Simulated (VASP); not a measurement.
GdIr3, 4 atoms in the cell. It takes space group Pm-3m (No. 221, cubic). Conventional cell: a = 4.056 Å, b = 4.056 Å, c = 4.056 Å, α = 90.00°, β = 90.00°, γ = 90.00°. Gd (site symmetry m-3m) has 12 Ir at 2.87 Å as nearest neighbours. Ir (site symmetry 4/mmm) has 4 Gd at 2.87 Å and 8 Ir at 2.87 Å as nearest neighbours. The cell comes from a database or a generator and needn't be the stable form of this composition.

- Program: VASP 6.6.1
- Task: single point
- Functional: LDA
- Potentials or basis: VASP PAW PBE potentials, release 64 (Gd, Ir)
- Cutoff: 520 eV
- k mesh: 7 × 7 × 7
- Occupations: fermi-dirac, width 0.05 eV
- Spin: collinear spin, typed start
- Starting moments: [-7.0, 0.0, 0.0, 0.0] μB
- Dipole correction: no
- Further INCAR settings: ALGO = Normal; EDIFF = 1e-07; NBANDS = 34

Potentials or basis: VASP PAW PBE potentials, release 64 (Gd, Ir).

Command:

```bash
$ cat potpaw_PBE.64/Gd/POTCAR potpaw_PBE.64/Ir/POTCAR > POTCAR
$ mpirun -np 1 vasp_std > vasp.out
```

Hardware: 1 thread of AMD EPYC 7R13 Processor (Zen 3), on a shared host.

Task: How long does it take, and how much memory?

Result: Run time: 99 s on 1 thread of AMD EPYC 7R13 Processor (Zen 3), on a shared host, peak memory 0.19 GiB. Counts: scf iterations 19, k points 20.
